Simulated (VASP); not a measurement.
```xyz
1
Lattice="-1.4940 1.4940 1.4940 1.4940 -1.4940 1.4940 1.4940 1.4940 -1.4940" Properties=species:S:1:pos:R:3 pbc="T T T"
V      0.0000     0.0000     0.0000
```

These are PBE GGA, VASP's PBE PAW potentials (set 64) (plane waves; VASP) values and carry that method's errors. Numerical set-up: 500 eV cut-off, 17×17×17 Γ-centred mesh, first-order Methfessel-Paxton smearing of 0.10 eV, potentials V_sv.

Problem. The ions, cell shape and volume are relaxed. Give the cell that the relaxation ends in.

Solution. 
```xyz
1
Lattice="-1.4991 1.4991 1.4991 1.4991 -1.4991 1.4991 1.4991 1.4991 -1.4991" Properties=species:S:1:pos:R:3 pbc="T T T"
V      0.0000     0.0000     0.0000
```
Space group Im-3m (229), at a tolerance of 0.03 Å.

Problem. How do energy and volume change from the first to the last step?

Solution. The energy (σ→0) changes by -0.8 meV/atom and the volume by +1.0 %, in 3 ionic steps.

The compound is V in the bcc structure. This run relaxes it. Symmetry was kept, so distortions that lower it aren't found. The run is not spin-polarised, so no magnetic state was tried.
